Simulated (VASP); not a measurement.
Set up this calculation in VASP 6.6.1, as the native input.

* Task: single point
* Functional: PBE
* Potentials or basis: VASP PAW PBE potentials, release 64 (B, P)
* Cutoff: 520 eV
* k mesh: 1 × 1 × 1, shifted
* Occupations: fermi-dirac, width 0.1379 eV
* Spin: no spin polarisation
* Dipole correction: no
* Further INCAR settings: LREAL = Auto; ALGO = Normal; EDIFF = 1e-06; NBANDS = 58; ISYM = 0

The structure of B10P11 lies in POSCAR:

```
B10P11
1.0
    6.7375240000     -0.0512470000     -0.0676870000
   -0.0512470000      6.6043020000     -0.1135400000
   -0.0676870000     -0.1135400000      6.5427870000
B P
10 11
Direct
    0.4463960755      0.0456432821      0.3380884246
    0.4195548721      0.0092940203      0.5817472972
    0.5970527142      0.5001419369      0.1847211017
    0.4944244140      0.9307305098      0.7939369335
    0.5098890940      0.2905806475      0.2924878022
    0.3725048229      0.5729677851      0.2966050242
    0.5520071711      0.8026409173      0.2456694004
    1.0598388223      0.7530304303      0.4309830636
    0.2821161328      0.1471815779      0.7647347516
    0.3617678937      0.7303061371      0.5336160175
    0.7191885591      0.0266947228      0.6519442915
    0.1118874969      0.4704272994      0.2433068117
    0.6769582105      0.7862497324      0.9796600539
    0.6569622530      0.3972894719     -0.0733811065
    0.8629292133      0.0623477886      0.0089403885
    0.3147288246      0.4279217680      0.7741560726
    0.6166803352      0.3616956095      0.5594241661
    0.1636181238      0.9210246357      0.8852554664
    0.7811369468      0.7230331694      0.4605115530
    0.0786253489      0.2858415779      0.5396405793
    0.1341051513     -0.0168857690      0.2866284605
```

The cell was built by a generator and needn't be a form met in nature.

One way to write it, as run:

INCAR

```
SYSTEM = B10P11
PREC     = Accurate       ! precision mode
ENCUT    = 520            ! plane-wave cutoff, eV
EDIFF    = 1E-6           ! SCF threshold, eV
ISMEAR   = -1             ! smearing method
SIGMA    = 0.1379         ! smearing width, eV
LREAL    = Auto         
LASPH    = .TRUE.         ! aspherical terms in the spheres
NELM     = 100            ! most SCF steps
ALGO     = Normal         ! electronic algorithm
ISIF     = 2              ! what is computed and relaxed
LWAVE    = .FALSE.        ! write WAVECAR
LCHARG   = .FALSE.        ! write CHGCAR
GGA      = PE             ! functional
NBANDS   = 58             ! bands
ISYM     = 0
```

KPOINTS

```
Automatic mesh
0
Gamma
  1 1 1
  0.25 0.25 0.25
```

Potentials or basis: VASP PAW PBE potentials, release 64 (B, P).

Run with:

```sh
$ cat potpaw_PBE.64/B/POTCAR potpaw_PBE.64/P/POTCAR > POTCAR
$ mpirun -np 1 vasp_std > vasp.out
```

It gave:

```yaml
Pressure: -2.1 GPa
Largest_force: 2.524 eV/Å
Band_gap_on_the_k_mesh: none (metal or under the smearing width)
```

It took 28 s on 1 thread of Intel(R) Xeon(R) Platinum 8488C (Sapphire Rapids), with other jobs on the host, peak memory 0.32 GiB.
